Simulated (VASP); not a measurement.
These are PBEsol GGA, VASP's PBE PAW potentials (set 64) (plane waves; VASP) values and carry that method's errors.

Input for VASP

**POSCAR**
```
AuAl2
4.3213950
  0.0000000000   0.7071068505   0.7071068505
  0.7071068505   0.0000000000   0.7071068505
  0.7071068505   0.7071068505   0.0000000000
Al Au
2 1
Cart
  0.3535534253   0.3535534253   0.3535534253
  1.0606602758   1.0606602758   1.0606602758
  1.4142137010   1.4142137010   1.4142137010
```

INCAR:
```
# general
SYSTEM  = AuAl2
PREC    = Accurate
ENCUT   = 520   # plane-wave cut-off (eV)
LREAL   = .FALSE.
LASPH   = .TRUE.   # aspherical one-centre terms

# electronic loop
EDIFF   = 1E-7
NELM    = 100   # most electronic steps
ALGO    = Normal   # blocked Davidson
LMAXMIX = 6

# smearing
ISMEAR  = 1
SIGMA   = 0.1   # width (eV)

# functional
GGA     = PS

# ions
ISIF    = 2   # forces and stress, cell fixed

# output
LWAVE   = .FALSE.
LCHARG  = .FALSE.
```

### KPOINTS
```
Automatic mesh
0
Gamma
9 9 9
0 0 0
```

POTCAR, in this order: Al Au (PBE.64 set). Program: vasp_std.

Output of the run:

OSZICAR:
```
       N       E                     dE             d eps       ncg     rms          rms(c)
DAV:   1     0.580548480205E+02    0.58055E+02   -0.69190E+03   840   0.116E+03
DAV:   2    -0.126224704721E+02   -0.70677E+02   -0.65132E+02   948   0.199E+02
DAV:   3    -0.147018025758E+02   -0.20793E+01   -0.20204E+01  1068   0.333E+01
DAV:   4    -0.147202218334E+02   -0.18419E-01   -0.18410E-01   992   0.358E+00
DAV:   5    -0.147204908777E+02   -0.26904E-03   -0.26902E-03  1056   0.468E-01    0.877E+00
DAV:   6    -0.135402062337E+02    0.11803E+01   -0.67668E+00   948   0.288E+01    0.397E+00
DAV:   7    -0.134500031341E+02    0.90203E-01   -0.33136E-01   908   0.688E+00    0.174E+00
DAV:   8    -0.134163435010E+02    0.33660E-01   -0.34071E-02   964   0.132E+00    0.415E-01
DAV:   9    -0.134144789633E+02    0.18645E-02   -0.45078E-03  1024   0.783E-01    0.202E-01
DAV:  10    -0.134145364693E+02   -0.57506E-04   -0.18340E-04   936   0.122E-01    0.385E-02
DAV:  11    -0.134145304896E+02    0.59797E-05   -0.11019E-05  1056   0.296E-02    0.136E-02
DAV:  12    -0.134145304635E+02    0.26135E-07   -0.14583E-06   908   0.109E-02    0.236E-03
DAV:  13    -0.134145304292E+02    0.34280E-07   -0.11118E-07   668   0.314E-03
   1 F= -.13414530E+02 E0= -.13413855E+02  d E =-.202717E-02
```

File OUTCAR:
```
------------------------ aborting loop because EDIFF is reached ----------------------------------------
  FORCE on cell =-STRESS in cart. coord.  units (eV):
  Direction    XX          YY          ZZ          XY          YZ          ZX
  --------------------------------------------------------------------------------------
  Total       -2.0073697     -2.0073697     -2.0073697      0.0000000      0.0000000     -0.0000000
  in kB      -56.3612901    -56.3612901    -56.3612901      0.0000000      0.0000000     -0.0000000
  external PRESSURE =     -56.3612901 kB  Pullay stress =       0.0000000 kB
  volume of cell :       57.06
      direct lattice vectors                 reciprocal lattice vectors
     0.000000000  3.055688008  3.055688008    -0.163629271  0.163629271  0.163629271
     3.055688008  0.000000000  3.055688008     0.163629271 -0.163629271  0.163629271
     3.055688008  3.055688008  0.000000000     0.163629271  0.163629271 -0.163629271
 POSITION                                       TOTAL-FORCE (eV/Angst)
 -----------------------------------------------------------------------------------
      1.52784      1.52784      1.52784         0.000000      0.000000     -0.000000
      4.58353      4.58353      4.58353        -0.000000     -0.000000      0.000000
      0.00000      0.00000      0.00000        -0.000000      0.000000      0.000000
 -----------------------------------------------------------------------------------
    total drift:                                0.000000     -0.000000      0.000000
  FREE ENERGIE OF THE ION-ELECTRON SYSTEM (eV)
  ---------------------------------------------------
  free  energy   TOTEN  =       -13.4145304292 eV

  energy  without entropy=      -13.4125032591  energy(sigma->0) =      -13.41385471
```
(Selected blocks of OUTCAR.)

The compound is AuAl2 in the fluorite structure. This cell is one point of a volume scan, at 1.06 of the reference volume. The electron count is odd and the run is not spin-polarised, which forces a metal.
